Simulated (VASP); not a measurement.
```
CELL_PARAMETERS angstrom
      0.00000     2.75780     2.75780
      2.75780     0.00000     2.75780
      2.75780     2.75780     0.00000
ATOMIC_POSITIONS crystal
  Ge 0.00000 0.00000 0.00000
  Se 0.50000 0.50000 0.50000
```

These are LDA (Ceperley-Alder, Perdew-Zunger), VASP's LDA PAW potentials (set 64) (plane waves; VASP 6.6.1) values and carry that method's errors. Settings: 400 eV cut-off, 9×9×9 Γ-centred mesh, tetrahedra with Blöchl corrections, potentials Ge_d Se.

Estimate the energy per atom (σ→0).

```json
{
 "energy per atom (σ→0)": "-4.912 eV/atom"
}
```

The absolute energy has meaning only against runs of the same code, potentials and settings.

The structure comes from a computed database's GeSe entry (Fm-3m); how it stands against other phases isn't given here. It was relaxed first, which changed the volume by -5 %.
